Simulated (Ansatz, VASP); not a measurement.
**GaBPN in VASP and in Ansatz**

```xyz
4
Lattice="3.4101 0.0000 0.0000 0.0000 3.4101 0.0000 0.0000 0.0000 5.1556" Properties=species:S:1:pos:R:3 pbc="T T T"
Ga    1.7051    1.7051    2.5778
B     0.0000    0.0000    2.5778
P     1.7051    1.7051    0.0000
N     0.0000    0.0000    0.0000
```

Change from the starting cell: species swapped into the KNaICl type (P4/mmm, No. 123).

Alike in both runs: task single point; functional PBE; k mesh 6 × 6 × 4; occupations gaussian, width 0.1 eV; no spin polarisation.

|  | VASP | Ansatz |
| --- | --- | --- |
| version | VASP 6.6.1 | Ansatz 0.2.0 |
| potentials or method | VASP PAW PBE potentials, release 64 (Ga_d, B, P, N) | scalar-relativistic, plane waves, PAW |
| plane-wave cutoff (eV) | 520 | 420 |
| valence electrons in the cell | 26 | 26 |

|  | VASP | Ansatz | Ansatz less VASP |
| --- | --- | --- | --- |
| gap on the k mesh at the Fermi level (eV) | none | none | - |
| pressure (GPa) | -21.0 | -21.0 | -0.03 |
| largest component of the traceless stress (GPa) | 6.98 | 6.96 | -0.018 |

A gap of «none» marks a metal or a gap that the smearing closes.

Caveats: so large a pressure means that the cell lies far from this level's equilibrium, or that cutoff or potentials fall short (VASP).
